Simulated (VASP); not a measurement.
The system is MgB2.

```
Mg B
1.0
     3.08500    0.00000    0.00000
    -1.54250    2.67169    0.00000
     0.00000    0.00000    3.52300
Mg B
1 2
Cartesian
  0.0000 0.0000 0.0000
  0.0000 1.7811 1.7615
  1.5425 0.8906 1.7615
```

| Quantity | Value |
| --- | --- |
| Program | VASP 6.6.1 |
| Task | relaxation of cell and atoms |
| Functional | LDA |
| Potentials or basis | VASP PAW LDA potentials, release 64 (Mg, B) |
| Cutoff | 600 eV |
| k mesh | 15 × 15 × 10 |
| Occupations | methfessel-paxton, width 0.1 eV |
| Spin | no spin polarisation |

At the start: pressure -8.3 GPa; volume 9.68 Å³/atom.

Task: How do energy, volume and symmetry change on relaxing?

Result: Over 5 steps the energy falls by 13.9 meV/atom and the volume is 9.16 Å³/atom (-5.3 %); space group P6/mmm (No. 191, to 0.05 Å).

Step by step:
| step | energy change (eV) | largest force (eV/Å) | pressure (GPa) | volume (Å³) |
| --- | --- | --- | --- | --- |
| 1 | 0.0000 | 0.0000 | -8.29 | 29.04 |
| 2 | -0.0330 | 0.0000 | 3.70 | 26.98 |
| 3 | -0.0407 | 0.0000 | -0.22 | 27.58 |
| 4 | -0.0417 | 0.0000 | -0.03 | 27.50 |
| 5 | -0.0418 | 0.0000 | 0.01 | 27.48 |

Final structure:
```
Mg B
1.0
     3.02941    0.00000    0.00000
    -1.51470    2.62354    0.00000
     0.00000    0.00000    3.45811
Mg B
1 2
Direct
  0.00000 0.00000 0.00000
  0.33333 0.66667 0.50000
  0.66667 0.33333 0.50000
```
